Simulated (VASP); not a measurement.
Calculation: r2SCAN meta-GGA, VASP's PBE PAW potentials (set 64) (plane waves; VASP). For the first row: Settings: 400 eV cut-off, 17×17×12 Γ-centred mesh, tetrahedra with Blöchl corrections, potentials Fe Si.

```
system                                                   energy (eV/atom)
-------------------------------------------------------  ----------------
FeSi (relaxed from the WC structure, space group P-6m2)          -11.6848
Fe (bcc)                                                         -14.3578
Si (diamond)                                                      -8.7749
```

The references are the elements' solids at the same level; no temperature or zero-point terms are added.

### Question
What is the formation energy per atom of FeSi?

### Answer
The references average (1×(-14.3578) + 1×(-8.7749))/2 = -11.5663 eV, so the formation energy is -11.6848 − (-11.5663) = -0.118 eV/atom.
